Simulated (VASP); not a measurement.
Output of a VASP run:

File OSZICAR:
```
...
RMM:   4    -0.422464705507E+03    0.21950E-05   -0.17756E-05   221   0.953E-03
  13 F= -.42246471E+03 E0= -.42246471E+03  d E =-.192802E-02
       N       E                     dE             d eps       ncg     rms          rms(c)
DAV:   1    -0.422465068741E+03   -0.36104E-03   -0.48329E-01   364   0.178E+00    0.115E-01
RMM:   2    -0.422465691525E+03   -0.62278E-03   -0.78949E-03   365   0.195E-01    0.499E-02
RMM:   3    -0.422465774911E+03   -0.83386E-04   -0.13634E-03   403   0.747E-02    0.394E-02
RMM:   4    -0.422465740999E+03    0.33912E-04   -0.21508E-04   368   0.330E-02    0.117E-02
RMM:   5    -0.422465742552E+03   -0.15531E-05   -0.45173E-05   282   0.151E-02
  14 F= -.42246574E+03 E0= -.42246574E+03  d E =-.103704E-02
       N       E                     dE             d eps       ncg     rms          rms(c)
DAV:   1    -0.422465742733E+03   -0.17342E-05   -0.76554E-05   376   0.243E-02    0.363E-03
RMM:   2    -0.422465742797E+03   -0.64247E-07   -0.46131E-06   219   0.607E-03    0.238E-03
RMM:   3    -0.422465742701E+03    0.96290E-07   -0.95885E-07   160   0.232E-03    0.722E-04
RMM:   4    -0.422465742723E+03   -0.22090E-07   -0.22326E-07    87   0.160E-03
  15 F= -.42246574E+03 E0= -.42246574E+03  d E =-.103722E-02
       N       E                     dE             d eps       ncg     rms          rms(c)
DAV:   1    -0.422465753043E+03   -0.10342E-04   -0.18444E-01   376   0.110E+00    0.815E-02
RMM:   2    -0.422466010245E+03   -0.25720E-03   -0.32713E-03   364   0.125E-01    0.352E-02
RMM:   3    -0.422466039028E+03   -0.28783E-04   -0.54387E-04   397   0.470E-02    0.253E-02
RMM:   4    -0.422466025871E+03    0.13158E-04   -0.89036E-05   359   0.210E-02    0.750E-03
RMM:   5    -0.422466026562E+03   -0.69169E-06   -0.17721E-05   223   0.955E-03
  16 F= -.42246603E+03 E0= -.42246603E+03  d E =-.283839E-03
       N       E                     dE             d eps       ncg     rms          rms(c)
DAV:   1    -0.422466062170E+03   -0.36299E-04   -0.13516E-02   392   0.296E-01    0.217E-02
RMM:   2    -0.422466078740E+03   -0.16570E-04   -0.22243E-04   364   0.324E-02    0.894E-03
RMM:   3    -0.422466080316E+03   -0.15765E-05   -0.34019E-05   266   0.121E-02    0.612E-03
RMM:   4    -0.422466079599E+03    0.71695E-06   -0.56136E-06   213   0.532E-03
  17 F= -.42246608E+03 E0= -.42246608E+03  d E =-.336876E-03
       N       E                     dE             d eps       ncg     rms          rms(c)
DAV:   1    -0.422466068735E+03    0.11581E-04   -0.64651E-02   364   0.649E-01    0.494E-02
RMM:   2    -0.422466163230E+03   -0.94495E-04   -0.11658E-03   364   0.746E-02    0.213E-02
RMM:   3    -0.422466174257E+03   -0.11027E-04   -0.19532E-04   387   0.279E-02    0.149E-02
RMM:   4    -0.422466169627E+03    0.46303E-05   -0.28915E-05   240   0.121E-02
  18 F= -.42246617E+03 E0= -.42246617E+03  d E =-.900274E-04
       N       E                     dE             d eps       ncg     rms          rms(c)
DAV:   1    -0.422466192627E+03   -0.18370E-04   -0.64786E-03   376   0.206E-01    0.150E-02
RMM:   2    -0.422466201673E+03   -0.90464E-05   -0.11076E-04   360   0.229E-02    0.628E-03
RMM:   3    -0.422466202266E+03   -0.59253E-06   -0.14574E-05   215   0.823E-03    0.403E-03
RMM:   4    -0.422466201993E+03    0.27331E-06   -0.27324E-06   199   0.356E-03
  19 F= -.42246620E+03 E0= -.42246620E+03  d E =-.122393E-03
```

OUTCAR:
```
------------------------ aborting loop because EDIFF is reached ----------------------------------------
  FORCE on cell =-STRESS in cart. coord.  units (eV):
  Direction    XX          YY          ZZ          XY          YZ          ZX
  --------------------------------------------------------------------------------------
  Total       27.6793226     28.0535093     21.9040228     -0.0564365      0.0315414      0.0165227
  in kB       51.1689493     51.8606838     40.4925311     -0.1043305      0.0583084      0.0305445
  external PRESSURE =      47.8407214 kB  Pullay stress =       0.0000000 kB
  volume of cell :      866.68
      direct lattice vectors                 reciprocal lattice vectors
     4.868317892 -8.432173817  0.000000000     0.102704879 -0.059296690  0.000000000
     4.868317892  8.432173817  0.000000000     0.102704879  0.059296690  0.000000000
     0.000000000  0.000000000 10.556283981     0.000000000  0.000000000  0.094730305
  FREE ENERGIE OF THE ION-ELECTRON SYSTEM (eV)
  ---------------------------------------------------
  free  energy   TOTEN  =      -422.4662019926 eV

  energy  without entropy=     -422.4662019926  energy(sigma->0) =     -422.46620199

 reached required accuracy - stopping structural energy minimisation
```
(Selected blocks of OUTCAR.)

File POSCAR:
```
Ga35InN36
1
    4.8683178924    -8.4321738171     0.0000000000
    4.8683178924     8.4321738171     0.0000000000
    0.0000000000     0.0000000000    10.5562839808
Ga N In
35 36 1
Direct
  0.2222220000   0.1111110000   0.2500000000
  0.1111110000   0.2222220000   0.0000000000
  0.2222220000   0.1111110000   0.7500000000
  0.1075820000   0.2211740000   0.4992540000
  0.2161800000   0.4414330000   0.2457970000
  0.1111110000   0.5555560000   0.0000000000
  0.2260990000   0.4435850000   0.7485860000
  0.1102450000   0.5540330000   0.5045960000
  0.2222220000   0.7777780000   0.2500000000
  0.1111110000   0.8888890000   0.0000000000
  0.2222220000   0.7777780000   0.7500000000
  0.1111110000   0.8888890000   0.5000000000
  0.5555560000   0.1111110000   0.2500000000
  0.4444440000   0.2222220000   0.0000000000
  0.5555560000   0.1111110000   0.7500000000
  0.4461440000   0.2185300000   0.4976840000
  0.5575120000   0.4476160000   0.2539430000
  0.4444440000   0.5555560000   0.0000000000
  0.5498240000   0.4400290000   0.7534860000
  0.5602940000   0.7819460000   0.2489580000
  0.4444440000   0.8888890000   0.0000000000
  0.5493940000   0.7740510000   0.7528080000
  0.4446970000   0.8860930000   0.4977150000
  0.8888890000   0.1111110000   0.2500000000
  0.7777780000   0.2222220000   0.0000000000
  0.8888890000   0.1111110000   0.7500000000
  0.7777780000   0.2222220000   0.5000000000
  0.8888890000   0.4444440000   0.2500000000
  0.7777780000   0.5555560000   0.0000000000
  0.8888890000   0.4444440000   0.7500000000
  0.7758290000   0.5530480000   0.4974090000
  0.8888890000   0.7777780000   0.2500000000
  0.7777780000   0.8888890000   0.0000000000
  0.8888890000   0.7777780000   0.7500000000
  0.7772860000   0.8904000000   0.5000870000
  0.2222220000   0.1111110000   0.4385000000
  0.1111110000   0.2222220000   0.1885000000
  0.2222220000   0.1111110000   0.9385000000
  0.1111110000   0.2222220000   0.6885000000
  0.2230530000   0.4445900000   0.4340300000
  0.1111110000   0.5555560000   0.1885000000
  0.2222220000   0.4444440000   0.9385000000
  0.1111110000   0.5555560000   0.6885000000
  0.2222220000   0.7777780000   0.4385000000
  0.1111110000   0.8888890000   0.1885000000
  0.2222220000   0.7777780000   0.9385000000
  0.1111110000   0.8888890000   0.6885000000
  0.5555560000   0.1111110000   0.4385000000
  0.4444440000   0.2222220000   0.1885000000
  0.5555560000   0.1111110000   0.9385000000
  0.4444440000   0.2222220000   0.6885000000
  0.5519610000   0.4441200000   0.4357410000
  0.4444440000   0.5555560000   0.1885000000
  0.5555560000   0.4444440000   0.9385000000
  0.4470490000   0.5578830000   0.6904340000
  0.5553230000   0.7724720000   0.4391340000
  0.4444440000   0.8888890000   0.1885000000
  0.5555560000   0.7777780000   0.9385000000
  0.4444440000   0.8888890000   0.6885000000
  0.8888890000   0.1111110000   0.4385000000
  0.7777780000   0.2222220000   0.1885000000
  0.8888890000   0.1111110000   0.9385000000
  0.7777780000   0.2222220000   0.6885000000
  0.8888890000   0.4444440000   0.4385000000
  0.7777780000   0.5555560000   0.1885000000
  0.8888890000   0.4444440000   0.9385000000
  0.7777780000   0.5555560000   0.6885000000
  0.8888890000   0.7777780000   0.4385000000
  0.7777780000   0.8888890000   0.1885000000
  0.8888890000   0.7777780000   0.9385000000
  0.7777780000   0.8888890000   0.6885000000
  0.4397140000   0.5552520000   0.4992920000
```

Task: Reconstruct the remaining input files.

Result: One answer among several that fit: the input of the run itself, PBE GGA, plane waves, VASP's PBE PAW potentials (set 64).

KPOINTS:
```
Regular mesh
0
G
1 1 1
```

### INCAR
```
SYSTEM  =  Ga35InN36
PREC  =  Normal; ENCUT  =  400; LREAL  =  Auto
LASPH  =  .True.; ISYM  =  0; NELECT  =  290.0
EDIFF  =  1E-5; NELM  =  100; NELMIN  =  4
ALGO  =  Fast; LMAXMIX  =  4
ISMEAR  =  0; SIGMA  =  0.05
GGA  =  PE
IBRION  =  2; NSW  =  60; ISIF  =  2
EDIFFG  =  -0.03
LWAVE  =  .False.; LCHARG  =  .False.
```

POTCAR, in this order: Ga N In (PBE.64 set). Program: vasp_gam.

At this cut-off the stress carries a Pulay error, which pulls relaxed volumes low. The cell is charged, with a uniform compensating background. The supercell is sampled at Γ alone, which is coarse: total energies, pressure and levels can be off, energies of defects by several tenths of an eV.

The cell is a supercell with a defect, built from GaN (wurtzite): In_Ga, charge -2. The run is not spin-polarised, so no state with unpaired spins was tried.
